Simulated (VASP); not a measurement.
```xyz
8
Lattice="5.7582 0.0000 0.0000 0.0000 3.7249 0.0000 0.0000 0.0000 6.1161" Properties=species:S:1:pos:R:3 pbc="T T T"
Ge     4.6832     2.7937     3.5966
Ge     1.0750     0.9312     2.5195
Ge     3.9541     0.9312     0.5385
Ge     1.8041     2.7937     5.5776
Pt     0.0148     2.7937     1.1803
Pt     5.7434     0.9312     4.9358
Pt     2.8643     0.9312     4.2383
Pt     2.8939     2.7937     1.8777
```

All values below come from r2SCAN meta-GGA, VASP's PBE PAW potentials (set 64) (plane waves; VASP). Numerical set-up: 400 eV cut-off, 6×9×6 Γ-centred mesh, tetrahedra with Blöchl corrections, potentials Ge_d Pt.

Give the energies of bands 41 to 54 at the high-symmetry points, in eV from the Fermi level.

```csv
band,Γ,X,S,Y,Z,U,R,T
41,-3.19,-3.59,-3.13,-3.30,-3.07,-3.29,-3.21,-3.23
42,-3.18,-3.59,-3.13,-3.30,-3.07,-3.29,-3.21,-3.23
43,-3.01,-2.86,-3.13,-2.84,-3.06,-3.09,-3.21,-2.92
44,-2.85,-2.86,-3.13,-2.84,-3.06,-3.09,-3.21,-2.92
45,-2.63,-2.66,-2.01,-2.75,-1.97,-1.38,-2.66,-2.64
46,-1.60,-2.66,-2.01,-2.75,-1.97,-1.38,-2.66,-2.64
47,-1.54,0.04,-2.01,-1.72,-0.04,0.73,-2.66,-2.29
48,-1.02,0.04,-2.01,-1.72,-0.04,0.73,-2.66,-2.29
49,0.71,1.29,0.62,-0.18,1.03,1.90,2.59,0.49
50,1.02,1.29,0.62,-0.18,1.03,1.90,2.59,0.49
51,3.05,2.48,0.62,2.24,2.07,2.67,2.59,1.15
52,3.42,2.48,0.62,2.24,2.07,2.67,2.59,1.15
53,3.52,4.21,4.34,2.30,4.37,2.89,3.24,1.78
54,3.90,4.21,4.34,2.30,4.37,2.89,3.24,1.78
```

It has no gap at this level: it comes out as a metal or semimetal.

The structure comes from a computed database's GePt entry (Pnma); how it stands against other phases isn't given here. It was relaxed first.
